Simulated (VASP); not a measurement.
A VASP calculation is set up with these files.

INCAR:
```
SYSTEM = HgTe
PREC = Accurate; ENCUT = 400; LREAL = F
LASPH = T
EDIFF = 1E-8; NELM = 100; ALGO = Normal
LMAXMIX = 6
ISMEAR = 1; SIGMA = 0.1
GGA = PE
IBRION = 1; NSW = 30; ISIF = 2
EDIFFG = -0.001
LWAVE = F; LCHARG = F
```

**POSCAR**
```
HgTe
1
   -0.0000000000     3.3269037268     3.3269037268
    3.3269037268    -0.0000000000     3.3269037268
    3.3269037268     3.3269037268    -0.0000000000
Hg Te
1 1
Direct
  0.0000000000   0.0000000000   0.0000000000
  0.2500000000   0.2500000000   0.2500000000
```

**KPOINTS**
```
Automatic mesh
0
Gamma
9 9 9
0 0 0
```

POTCAR, in this order: Hg Te (PBE.64 set). Program: vasp_std.

Question: Write an equivalent input for Quantum ESPRESSO's pw.x.

Answer: One equivalent input (not run):
```
&CONTROL
  calculation = 'relax'
  pseudo_dir = './pseudo'
  outdir = './out'
  tprnfor = .true.
  tstress = .true.
  nstep = 30
  forc_conv_thr = 3.9e-05
/
&SYSTEM
  ibrav = 0
  nat = 2
  ntyp = 2
  ecutwfc = 82.3
  occupations = 'smearing'
  smearing = 'methfessel-paxton'
  degauss = 0.00735
  input_dft = 'pbe'
/
&ELECTRONS
  conv_thr = 7.3e-10
  electron_maxstep = 100
/
&IONS
/
ATOMIC_SPECIES
  Hg 200.592 Hg.upf
  Te 127.600 Te.upf
CELL_PARAMETERS angstrom
    -0.0000000    3.3269037    3.3269037
     3.3269037   -0.0000000    3.3269037
     3.3269037    3.3269037   -0.0000000
ATOMIC_POSITIONS crystal
  Hg   0.0000000  0.0000000  0.0000000
  Te   0.2500000  0.2500000  0.2500000
K_POINTS automatic
  9 9 9 0 0 0
```
Limits of the translation: the potentials are each code's own (VASP's PAW set, PseudoDojo norm-conserving files in pw.x), so ENCUT and ecutwfc are chosen apart and not converted; conv_thr bounds pw.x's estimated SCF error, while EDIFF bounds the energy change between steps; forc_conv_thr acts on force components and is met together with etot_conv_thr.

The compound is HgTe in the zinc blende structure. It was relaxed first, which changed the volume by +9 %. The start is the result of an earlier pass.
